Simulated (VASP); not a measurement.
BN (wurtzite) is relaxed at rising pressure, each step from the one before. Symmetry mostly holds the structure type, and other phases were not tried. The mesh follows the cell, and a change of mesh leaves a small step in the series.

Given:

```cif
data_B2N2
_chemical_formula_sum 'B2 N2'
_space_group_name_H-M_alt 'P 1'
_space_group_IT_number 1
_cell_length_a 2.55513
_cell_length_b 2.55513
_cell_length_c 4.22543
_cell_angle_alpha 90.000
_cell_angle_beta 90.000
_cell_angle_gamma 120.000
loop_
_space_group_symop_operation_xyz
  'x, y, z'
loop_
_atom_site_label
_atom_site_type_symbol
_atom_site_fract_x
_atom_site_fract_y
_atom_site_fract_z
_atom_site_occupancy
B1 B 0.66667 0.33333 0.50024 1
B2 B 0.33333 0.66667 0.00024 1
N1 N 0.66667 0.33333 0.87476 1
N2 N 0.33333 0.66667 0.37476 1
```

All values below come from PBE GGA, VASP's PBE PAW potentials (set 64) (plane waves; VASP 6.6.1). Settings: 620 eV cut-off, 10×10×5 Γ-centred mesh, Gaussian smearing of 0.050 eV, potentials B N.

```tsv
P (GPa)	V (Å³/atom)	H − H(0) (eV/atom)	space group	k-mesh
0	5.97	0.000	P6_3mc	10×10×5
5	5.89	0.185	P6_3mc	10×10×5
10	…	…	P6_3mc	10×10×5
20	5.68	0.727	P6_3mc	10×10×5
30	…	…	P6_3mc	10×10×6
45	5.40	1.592	P6_3mc	10×10×6
```

Task: Complete the blanks.

Result: 
- 10, V (Å³/atom): 5.82
- 10, H − H(0) (eV/atom): 0.368
- 30, V (Å³/atom): 5.56
- 30, H − H(0) (eV/atom): 1.079

Pressures at which the relaxation failed are left out.

The compound is BN in the wurtzite structure, a metastable high-pressure form.
